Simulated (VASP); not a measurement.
Output of a VASP run:

### OSZICAR
```
       N       E                     dE             d eps       ncg     rms          rms(c)
DAV:   1     0.116769498775E+03    0.11677E+03   -0.90602E+03   566   0.150E+03
DAV:   2     0.250062985271E+01   -0.11427E+03   -0.11221E+03   584   0.348E+02
DAV:   3    -0.733870293308E+01   -0.98393E+01   -0.98006E+01   728   0.965E+01
DAV:   4    -0.759496015130E+01   -0.25626E+00   -0.25619E+00   624   0.170E+01
DAV:   5    -0.760570490980E+01   -0.10745E-01   -0.10745E-01   836   0.317E+00    0.464E+00
DAV:   6    -0.755264996747E+01    0.53055E-01   -0.13500E-01   702   0.284E+00    0.292E+00
DAV:   7    -0.755401772746E+01   -0.13678E-02   -0.51454E-02   676   0.131E+00    0.806E-01
DAV:   8    -0.755426636628E+01   -0.24864E-03   -0.71268E-03   650   0.792E-01    0.170E-01
DAV:   9    -0.755437515732E+01   -0.10879E-03   -0.52353E-04   684   0.257E-01    0.337E-02
DAV:  10    -0.755438346916E+01   -0.83118E-05   -0.68770E-05   640   0.799E-02    0.168E-02
DAV:  11    -0.755438948262E+01   -0.60135E-05   -0.38663E-05   620   0.555E-02    0.240E-02
DAV:  12    -0.755438895837E+01    0.52425E-06   -0.31359E-06   656   0.139E-02
   1 F= -.75543890E+01 E0= -.75543890E+01  d E =-.523675E-14
```

OUTCAR:
```
------------------------ aborting loop because EDIFF is reached ----------------------------------------
  FORCE on cell =-STRESS in cart. coord.  units (eV):
  Direction    XX          YY          ZZ          XY          YZ          ZX
  --------------------------------------------------------------------------------------
  Total        0.6945099      0.6945099      0.6945099      0.0000000      0.0000000      0.0000000
  in kB       17.6318470     17.6318470     17.6318470      0.0000000      0.0000000      0.0000000
  external PRESSURE =      17.6318470 kB  Pullay stress =       0.0000000 kB
  volume of cell :       63.11
      direct lattice vectors                 reciprocal lattice vectors
     0.000000000  3.160000000  3.160000000    -0.158227848  0.158227848  0.158227848
     3.160000000  0.000000000  3.160000000     0.158227848 -0.158227848  0.158227848
     3.160000000  3.160000000  0.000000000     0.158227848  0.158227848 -0.158227848
 POSITION                                       TOTAL-FORCE (eV/Angst)
 -----------------------------------------------------------------------------------
      0.00000      0.00000      0.00000        -0.000000      0.000000      0.000000
      3.16000      3.16000      3.16000         0.000000     -0.000000     -0.000000
 -----------------------------------------------------------------------------------
    total drift:                                0.000000     -0.000000     -0.000000
  FREE ENERGIE OF THE ION-ELECTRON SYSTEM (eV)
  ---------------------------------------------------
  free  energy   TOTEN  =        -7.5543889584 eV

  energy  without entropy=       -7.5543889584  energy(sigma->0) =       -7.55438896
```
(Selected blocks of OUTCAR.)

File POSCAR:
```
SnTe
1
    0.0000000000     3.1600000000     3.1600000000
    3.1600000000     0.0000000000     3.1600000000
    3.1600000000     3.1600000000     0.0000000000
Sn Te
1 1
Direct
  0.0000000000   0.0000000000   0.0000000000
  0.5000000000   0.5000000000   0.5000000000
```

Problem. Reconstruct the remaining input files.

Solution. One answer among several that fit: the input of the run itself, PBE GGA, plane waves, VASP's PBE PAW potentials (set 64).

**KPOINTS**
```
Regular mesh
0
G
7 7 7
0 0 0
```

**INCAR**
```
SYSTEM=SnTe
LCHARG=F
ISMEAR=0   ! Gaussian
SIGMA=0.05
ALGO=Normal   ! blocked Davidson
NELM=100
GGA=PE   ! PBE
PREC=Accurate
LREAL=F   ! projection in real space or not
ENCUT=450   ! plane-wave cut-off (eV)
LASPH=T   ! aspherical one-centre terms
LWAVE=F
LMAXMIX=4   ! l cut-off of mixed one-centre charges
EDIFF=1E-6   ! SCF stop (eV)
ISIF=2   ! forces and stress, cell fixed
```

POTCAR, in this order: Sn_d Te (PBE.64 set). Program: vasp_std.

The compound is SnTe in the rock salt structure, which distorts at low temperature. The cell was not relaxed at this level. The run is one of a series of settings (ENCUT = 450 against the base run), some of them coarse on purpose.
